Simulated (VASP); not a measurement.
Consider the following.

```
CELL_PARAMETERS angstrom
      0.00000     2.87468     2.87468
      2.87468     0.00000     2.87468
      2.87468     2.87468     0.00000
ATOMIC_POSITIONS crystal
  Li 0.25000 0.25000 0.25000
  Li 0.75000 0.75000 0.75000
  S  0.00000 0.00000 0.00000
```

All values below come from PBE GGA with D4 dispersion, VASP's PBE PAW potentials (set 64) (plane waves; VASP). Run with 520 eV cut-off, 7×7×7 Γ-centred mesh, Gaussian smearing of 0.050 eV, potentials Li_sv S.

### Question
Give the stress tensor in GPa (positive for a compressed cell).

### Answer

```
-2.26   0.00   0.00
 0.00  -2.26   0.00
 0.00   0.00  -2.26
```
The pressure is its mean diagonal, -2.26 GPa.

The compound is Li2S in the antifluorite structure. This cell is one point of a volume scan, at 1.06 of the reference volume.
